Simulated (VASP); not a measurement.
Here is the system:

```xyz
5
Lattice="4.0047 0.0000 0.0000 0.0000 4.0047 0.0000 0.0000 0.0000 4.0047" Properties=species:S:1:pos:R:3 pbc="T T T"
Sr     0.0000     0.0000     0.0000
Ti     2.0023     2.0023     2.0023
O      2.0023     0.0000     2.0023
O      0.0000     2.0023     2.0023
O      2.0023     2.0023     0.0000
```

These are TPSS meta-GGA, VASP's PBE PAW potentials (set 64) (plane waves; VASP) values and carry that method's errors. Settings: 520 eV cut-off, 6×6×6 Γ-centred mesh, Gaussian smearing of 0.050 eV, potentials Sr_sv Ti_sv O.

Question: Give the stress tensor in GPa (positive for a compressed cell).

Answer: 
```
-9.14   0.00   0.00
 0.00  -9.14   0.00
 0.00   0.00  -9.14
```
The pressure is its mean diagonal, -9.14 GPa.

The compound is SrTiO3 in the cubic perovskite structure, the ideal cubic form; the compound distorts at low or room temperature. This cell is one point of a volume scan, at 1.06 of the reference volume.
